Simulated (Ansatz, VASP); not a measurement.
# TaN in two plane-wave programs

Wanted: the spread between two codes on one cell, functional and k mesh. The cell is taken from a series of runs on this material, whose earlier steps may have relaxed, scaled, displaced or heated it; both programs get it as it stands.

Method: plane waves, with VASP 6.6.1 beside it; zone-centre phonons at LDA, in Ansatz 0.2.0.

## Step 1: The starting structure

The structure is orthorhombic, space group Immm (No. 71). The conventional cell has a = 2.993 Å, b = 3.197 Å, c = 4.331 Å, α = 90.00°, β = 90.00°, γ = 90.00°. Nearest to N lie 6 Ta at 2.17 to 2.19 Å. Nearest to Ta lie 6 N at 2.17 to 2.19 Å. Farther neighbours and most contacts between anions are not listed.

Coordinates:

```cif
data_structure
_symmetry_space_group_name_H-M 'Immm'
_symmetry_Int_Tables_number 71
_cell_length_a 2.9930
_cell_length_b 3.1972
_cell_length_c 4.3313
_cell_angle_alpha 90.000
_cell_angle_beta 90.000
_cell_angle_gamma 90.000
_cell_volume 41.45
loop_
_atom_site_label
_atom_site_type_symbol
_atom_site_symmetry_multiplicity
_atom_site_Wyckoff_symbol
_atom_site_fract_x
_atom_site_fract_y
_atom_site_fract_z
_atom_site_occupancy
N1 N 2 a 0.00000 0.00000 0.00000 1
Ta1 Ta 2 c 0.00000 0.00000 0.50000 1
```

## Step 2: VASP: zone-centre phonons, LDA

Second derivatives magnify differences that forces hide, and they need a tight electronic threshold.

Lines of VASP's logs that name or quote its potential files are left out, and so is its time.

File INCAR:

```
SYSTEM = TaN
PREC = Accurate
ENCUT = 600
EDIFF = 1E-08
NELM = 120
ISMEAR = 1
SIGMA = 0.2
LREAL = .FALSE.
ALGO = Normal
GGA = PW92
NBANDS = 14
LASPH = .TRUE.
LORBIT = 11
LWAVE = .FALSE.
LCHARG = .FALSE.
ISIF = 2
IBRION = 8
GGA_COMPAT = .FALSE.
KPAR = 2
```

File POSCAR:

```
TaN
1.0
    0.0722033108      2.1885571409      2.1656348661
    2.1885571409      0.0722033108      2.1656348661
    2.2607604517      2.2607604517      0.0000000000
N Ta
1 1
Direct
    0.0000000000      0.0000000000      0.0000000000
    0.5000000000      0.5000000000      0.5000000000
```

File KPOINTS:

```
Automatic mesh
0
Gamma
16 16 16
0 0 0
```

The projector-augmented-wave data sets are N and Ta_pv (LDA family, release 64).

Launch:

```
> mpirun -np 2 vasp_std
```

Numbers of over 12 decimals in the logs are rounded to 6 here.

What it wrote:

```text
[banner, memory and clock lines left out]
running    2 mpi-ranks, on    1 nodes
 distrk:  each k-point on    1 cores,    2 groups
 distr:  one band on    1 cores,    1 groups

 POSCAR found type information on POSCAR N Ta
 POSCAR found :  2 types and       2 ions
|                                                                             |
|               ----> ADVICE to this user running VASP <----                  |
|                                                                             |
|     You enforced a specific xc type in the INCAR file but a different       |
|     [... a line on the potential file left out ...]
|     I HOPE YOU KNOW WHAT YOU ARE DOING!                                     |
|                                                                             |

 LDA part: xc-table for (Slater(with rela. corr.)+PW92), standard interpolation
 POSCAR, INCAR and KPOINTS ok, starting setup
 FFT: planning ... GRIDC
 FFT: planning ... GRID_SOFT
 FFT: planning ... GRID
 WAVECAR not read
 entering main loop
       N       E                     dE             d eps       ncg     rms          rms(c)
DAV:   1     0.947274001514E+02    0.94727E+02   -0.97762E+03 17388   0.135E+03
DAV:   2    -0.240824191910E+02   -0.11881E+03   -0.11181E+03 21362   0.330E+02
DAV:   3    -0.271535514652E+02   -0.30711E+01   -0.30354E+01 19962   0.476E+01
DAV:   4    -0.271687451113E+02   -0.15194E-01   -0.15185E-01 20618   0.352E+00
DAV:   5    -0.271688560267E+02   -0.11092E-03   -0.11091E-03 19992   0.274E-01    0.252E+01
DAV:   6    -0.242866443951E+02    0.28822E+01   -0.66185E+00 18756   0.282E+01    0.106E+01
DAV:   7    -0.241755652392E+02    0.11108E+00   -0.38510E-01 22440   0.568E+00    0.713E+00
DAV:   8    -0.241365833707E+02    0.38982E-01   -0.12656E-01 21384   0.322E+00    0.119E+00
DAV:   9    -0.241334064822E+02    0.31769E-02   -0.88055E-03 19932   0.829E-01    0.255E-01
DAV:  10    -0.241332331996E+02    0.17328E-03   -0.42683E-04 23378   0.256E-01    0.731E-02
DAV:  11    -0.241332193145E+02    0.13885E-04   -0.32504E-05 18774   0.633E-02    0.137E-02
DAV:  12    -0.241332192598E+02    0.54662E-07   -0.17676E-06 22488   0.131E-02    0.263E-03
DAV:  13    -0.241332192474E+02    0.12356E-07   -0.50104E-08 19854   0.218E-03    0.591E-04
DAV:  14    -0.241332192486E+02   -0.11221E-08   -0.30965E-09 13764   0.614E-04
   1 F= -.24133219E+02 E0= -.24132961E+02  d E =-.775286E-03
 Linear response reoptimize wavefunctions to high precision
DAV:   1    -0.241332192481E+02    0.43769E-09   -0.67145E-10 13290   0.278E-04
DAV:   2    -0.241332192481E+02   -0.56843E-11   -0.98829E-11 10896   0.829E-05
 Linear response DOF=           4
 Linear response progress:
  Degree of freedom:   1/  4
       N       E                     dE             d eps       ncg     rms          rms(c)
RMM:   1    -0.232748982177E+00   -0.23275E+00    0.14943E-01 66580   0.296E+00
RMM:   2    -0.228685319669E+00    0.40637E-02   -0.42963E-03 52631   0.501E-01    0.155E-01
RMM:   3    -0.229546006251E+00   -0.86069E-03   -0.90160E-04 47590   0.183E-01    0.786E-02
RMM:   4    -0.230892832415E+00   -0.13468E-02   -0.45861E-04 48478   0.127E-01    0.216E-02
RMM:   5    -0.230992045767E+00   -0.99213E-04   -0.19683E-05 55580   0.318E-02    0.287E-03
RMM:   6    -0.230990992328E+00    0.10534E-05   -0.17609E-06 55271   0.710E-03    0.758E-04
RMM:   7    -0.230984244535E+00    0.67478E-05   -0.16212E-07 56142   0.190E-03    0.357E-04
RMM:   8    -0.230985889730E+00   -0.16452E-05   -0.47457E-08 60322   0.646E-04    0.117E-04
RMM:   9    -0.230985568606E+00    0.32112E-06   -0.31653E-09 58826   0.211E-04    0.259E-05
RMM:  10    -0.230985351699E+00    0.21691E-06   -0.42795E-09 62491   0.763E-05    0.135E-05
RMM:  11    -0.230985380236E+00   -0.28537E-07   -0.23268E-08 59088   0.252E-05    0.427E-06
RMM:  12    -0.230985407451E+00   -0.27215E-07   -0.18635E-08 57608   0.116E-05    0.251E-06
RMM:  13    -0.230985404391E+00    0.30599E-08   -0.19229E-08 43289   0.639E-06    0.586E-07
 first order change of Fermi-energy   0.20774E-03
 force on displaced ion       1 direction 1 :  -7.979  -0.603   0.000
 Linear response progress:
  Degree of freedom:   2/  4
       N       E                     dE             d eps       ncg     rms          rms(c)
RMM:   1    -0.233464584678E+00   -0.23346E+00    0.15574E-01 37001   0.299E+00
RMM:   2    -0.229770438060E+00    0.36941E-02   -0.43226E-03 29655   0.499E-01    0.162E-01
RMM:   3    -0.230631023667E+00   -0.86059E-03   -0.93770E-04 26604   0.187E-01    0.824E-02
RMM:   4    -0.232010507613E+00   -0.13795E-02   -0.48049E-04 27057   0.130E-01    0.228E-02
RMM:   5    -0.232119822611E+00   -0.10931E-03   -0.20608E-05 31108   0.329E-02    0.302E-03
RMM:   6    -0.232121694645E+00   -0.18720E-05   -0.17536E-06 30931   0.740E-03    0.794E-04
RMM:   7    -0.232114119734E+00    0.75749E-05   -0.17604E-07 30930   0.201E-03    0.362E-04
RMM:   8    -0.232115358735E+00   -0.12390E-05   -0.26550E-08 33935   0.643E-04    0.144E-04
RMM:   9    -0.232115308405E+00    0.50329E-07    0.57081E-09 34123   0.203E-04    0.207E-05
RMM:  10    -0.232115154372E+00    0.15403E-06   -0.11188E-09 34239   0.657E-05    0.138E-05
RMM:  11    -0.232115146992E+00    0.73799E-08   -0.80589E-09 34717   0.240E-05    0.406E-06
 first order change of Fermi-energy   0.29965E-03
 force on displaced ion       1 direction 3 :   0.000   0.000  -9.121
 Linear response progress:
  Degree of freedom:   3/  4
       N       E                     dE             d eps       ncg     rms          rms(c)
RMM:   1    -0.134318496219E+00   -0.13432E+00    0.11430E+01 31904   0.240E+01
RMM:   2    -0.163164249528E+00   -0.28846E-01   -0.27964E-02 48838   0.147E+00    0.108E-01
RMM:   3    -0.162531780938E+00    0.63247E-03   -0.21057E-03 57080   0.280E-01    0.502E-02
RMM:   4    -0.162105070703E+00    0.42671E-03   -0.17219E-04 62217   0.866E-02    0.188E-02
RMM:   5    -0.161932414373E+00    0.17266E-03   -0.18219E-05 62397   0.238E-02    0.462E-03
RMM:   6    -0.161923305591E+00    0.91088E-05   -0.24957E-06 59725   0.852E-03    0.822E-04
RMM:   7    -0.161922029349E+00    0.12762E-05   -0.34113E-06 63356   0.251E-03    0.305E-04
RMM:   8    -0.161923744974E+00   -0.17156E-05   -0.14194E-06 65894   0.891E-04    0.896E-05
RMM:   9    -0.161924667574E+00   -0.92260E-06   -0.96751E-07 62877   0.370E-04    0.350E-05
RMM:  10    -0.161925035974E+00   -0.36840E-06   -0.44003E-07 59578   0.210E-04    0.744E-06
RMM:  11    -0.161925038996E+00   -0.30217E-08   -0.30831E-07 69053   0.994E-05    0.496E-06
RMM:  12    -0.161925056714E+00   -0.17718E-07   -0.12837E-07 63117   0.524E-05    0.896E-07
RMM:  13    -0.161925062018E+00   -0.53043E-08   -0.11425E-07 57177   0.303E-05    0.733E-07
RMM:  14    -0.161925083335E+00   -0.21316E-07   -0.58844E-08 55830   0.206E-05    0.785E-07
RMM:  15    -0.161925072110E+00    0.11225E-07   -0.46728E-08 46572   0.133E-05    0.485E-07
RMM:  16    -0.161925079391E+00   -0.72809E-08   -0.28895E-08 31777   0.903E-06    0.111E-07
 first order change of Fermi-energy  -0.25763E-03
 force on displaced ion       2 direction 1 :  -7.975  -0.604   0.000
 Linear response progress:
  Degree of freedom:   4/  4
       N       E                     dE             d eps       ncg     rms          rms(c)
RMM:   1    -0.135783065995E+00   -0.13578E+00    0.11319E+01 18298   0.238E+01
RMM:   2    -0.164299676996E+00   -0.28517E-01   -0.27354E-02 27439   0.146E+00    0.112E-01
RMM:   3    -0.163627924920E+00    0.67175E-03   -0.19948E-03 31895   0.275E-01    0.523E-02
RMM:   4    -0.163174088778E+00    0.45384E-03   -0.16071E-04 34182   0.862E-02    0.184E-02
RMM:   5    -0.163006322424E+00    0.16777E-03   -0.17524E-05 34711   0.240E-02    0.503E-03
RMM:   6    -0.162990135043E+00    0.16187E-04   -0.25831E-06 33213   0.851E-03    0.851E-04
RMM:   7    -0.162987849629E+00    0.22854E-05   -0.26169E-06 34938   0.246E-03    0.294E-04
RMM:   8    -0.162989686909E+00   -0.18373E-05   -0.65118E-07 36826   0.870E-04    0.829E-05
RMM:   9    -0.162990525764E+00   -0.83886E-06   -0.20449E-07 34660   0.347E-04    0.442E-05
RMM:  10    -0.162990981447E+00   -0.45568E-06    0.30470E-09 32530   0.215E-04    0.117E-05
RMM:  11    -0.162991125498E+00   -0.14405E-06   -0.55270E-08 35633   0.107E-04    0.703E-06
RMM:  12    -0.162991089741E+00    0.35757E-07    0.21182E-09 33837   0.565E-05    0.153E-06
RMM:  13    -0.162991098509E+00   -0.87680E-08    0.11961E-08 34122   0.291E-05    0.130E-06
 first order change of Fermi-energy  -0.10712E-03
 force on displaced ion       2 direction 3 :  -0.000  -0.000  -9.118
 Linear response finished
```

OUTCAR, selected parts (step 2):

```text
ion  position               nearest neighbor table
   1  0.000  0.000  0.000-   2 2.17   2 2.17   2 2.19   2 2.19   2 2.19   2 2.19
   2  0.500  0.500  0.500-   1 2.17   1 2.17   1 2.19   1 2.19   1 2.19   1 2.19

  LATTYP: Found a body centered orthorhombic cell.
 ALAT       =     2.9929762893
 B/A-ratio  =     1.0682336855
 C/A-ratio  =     1.4471446859

 Subroutine GETGRP returns: Found  8 space group operations
 (whereof  8 operations were pure point group operations)

The static configuration has the point symmetry D_2h.

 Found    621 irreducible k-points:

   k-points           NKPTS =    621   k-points in BZ     NKDIM =    621   number of bands    NBANDS=     14

   dimension x,y,z NGX =    28 NGY =   28 NGZ =   28
   dimension x,y,z NGXF=    56 NGYF=   56 NGZF=   56

   ENCUT  =  600.0 eV  44.10 Ry    6.64 a.u.   6.15  6.15  6.39*2*pi/ulx,y,z

   NELECT =      16.0000    total number of electrons

 k-points in reciprocal lattice and weights: Automatic mesh
   0.00000000  0.00000000  0.00000000       0.000
   0.06250000  0.00000000  0.00000000       0.001
   0.12500000  0.00000000  0.00000000       0.001
   0.18750000  0.00000000  0.00000000       0.001
   0.25000000  0.00000000  0.00000000       0.001
   0.31250000 -0.00000000  0.00000000       0.001
   0.37500000  0.00000000  0.00000000       0.001
   0.43750000  0.00000000  0.00000000       0.001
   0.50000000  0.00000000  0.00000000       0.000
[...]
0.25000000  0.25000000  0.50000000       0.000
  -0.25000000  0.25000000  0.50000000       0.000

 average (electrostatic) potential at core
       1 -60.7136       2 -34.9213

  Total       -0.3622335     -0.3622335      0.2310629     -0.5847945      0.0000000      0.0000000
  in kB      -28.0053587    -28.0053587     17.8641672    -45.2122149      0.0000000      0.0000000
  external PRESSURE =     -12.7155167 kB  Pullay stress =       0.0000000 kB

  energy-cutoff  :      600.00
  volume of cell :       20.72
      direct lattice vectors                 reciprocal lattice vectors
     0.072203311  2.188557141  2.165634866    -0.236255390  0.236255390  0.230879179
     2.188557141  0.072203311  2.165634866     0.236255390 -0.236255390  0.230879179
     2.260760452  2.260760452  0.000000000     0.221164520  0.221164520 -0.230879179

 POSITION                                       TOTAL-FORCE (eV/Angst)
 -----------------------------------------------------------------------------------
      0.00000      0.00000      0.00000         0.000000     -0.000000     -0.000000
      2.26076      2.26076      2.16563        -0.000000      0.000000      0.000000
 -----------------------------------------------------------------------------------
    total drift:                                0.000000      0.000000      0.000000

 Eigenvectors and eigenvalues of the dynamical matrix
 ----------------------------------------------------

   1 f  =   13.097133 THz    82.291716 2PiTHz  436.873345 cm-1    54.165367 meV
             X         Y         Z           dx          dy          dz
      0.000000  0.000000  0.000000     0.000000    0.000000    0.963433
      2.260760  2.260760  2.165635    -0.000000    0.000000   -0.267948

   2 f  =   12.704018 THz    79.821698 2PiTHz  423.760419 cm-1    52.539572 meV
             X         Y         Z           dx          dy          dz
      0.000000  0.000000  0.000000    -0.681248   -0.681248    0.000000
      2.260760  2.260760  2.165635     0.189475    0.189475   -0.000000

   3 f  =   11.777392 THz    73.999537 2PiTHz  392.851512 cm-1    48.707358 meV
             X         Y         Z           dx          dy          dz
      0.000000  0.000000  0.000000     0.681257   -0.681257   -0.000000
      2.260760  2.260760  2.165635    -0.189444    0.189444    0.000000

   4 f/i=    0.000417 THz     0.002621 2PiTHz    0.013914 cm-1     0.001725 meV
             X         Y         Z           dx          dy          dz
      0.000000  0.000000  0.000000    -0.189475   -0.189475   -0.000000
      2.260760  2.260760  2.165635    -0.681248   -0.681248   -0.000000

   5 f/i=    0.000574 THz     0.003607 2PiTHz    0.019149 cm-1     0.002374 meV
             X         Y         Z           dx          dy          dz
      0.000000  0.000000  0.000000     0.000000    0.000000   -0.267948
      2.260760  2.260760  2.165635     0.000000    0.000000   -0.963433

   6 f/i=    0.000926 THz     0.005818 2PiTHz    0.030888 cm-1     0.003830 meV
             X         Y         Z           dx          dy          dz
      0.000000  0.000000  0.000000     0.189444   -0.189444    0.000000
      2.260760  2.260760  2.165635     0.681257   -0.681257    0.000000

 ELASTIC MODULI CONTR FROM IONIC RELAXATION (kBar)
 Direction    XX          YY          ZZ          XY          YZ          ZX
 --------------------------------------------------------------------------------
 XX           0.0000      0.0000      0.0000      0.0000      0.0000      0.0000
 YY           0.0000      0.0000      0.0000      0.0000      0.0000      0.0000
 ZZ           0.0000      0.0000      0.0000      0.0000      0.0000      0.0000
 XY           0.0000      0.0000      0.0000      0.0000      0.0000      0.0000
 YZ           0.0000      0.0000      0.0000      0.0000      0.0000      0.0000
 ZX           0.0000      0.0000      0.0000      0.0000      0.0000      0.0000
 --------------------------------------------------------------------------------
```

[end of part 1 of 2]

[Lines on the potential files, build, host, timing and source positions are cut from VASP's logs without a mark.]

[Logs are printed without paths, hosts, clocks, repeated set-up lines and the standing remarks that a program may print on its own settings, such as how far it seeks lower states.]

[Hosts, paths, dates, database ids (printed as entryN), source tags and the programs' standing remarks are cut or masked in the printed files.]
